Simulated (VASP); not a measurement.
Runs of VASP 6.6.1 on TaSeF. Symmetry: P4/mmm, No. 123, tetragonal system. The conventional cell has a = 3.670 Å, b = 3.670 Å, c = 4.145 Å, α = 90.00°, β = 90.00°, γ = 90.00°. Around Ta (site symmetry 4/mmm) lie 2 F at 2.07 Å. Around Se (site symmetry 4/mmm) lie 4 Ta at 2.59 Å. F (site symmetry 4/mmm) is surrounded by 2 Ta at 2.07 Å. The cell was built by a generator and needn't be a form met in nature.

```csv
task,spin,cell,cutoff (eV),pressure (GPa),relaxed volume (Å³/atom)
band structure,off,as given,520,0.0,-
relaxation of cell and atoms,"SOC, no magnetisation",relaxed,600,0.0,18.71
band structure,"SOC, no magnetisation",as given,520,0.7,-
relaxation of cell and atoms,off,relaxed,600,0.0,(a)
```

Alike in all rows: level PBE; potentials or basis VASP PAW PBE potentials, release 64 (Ta_pv, Se, F); k mesh 5 × 5 × 5; smearing fermi-dirac 0.05 eV.

Task: Estimate the missing entries.

Result: (a) 18.59.
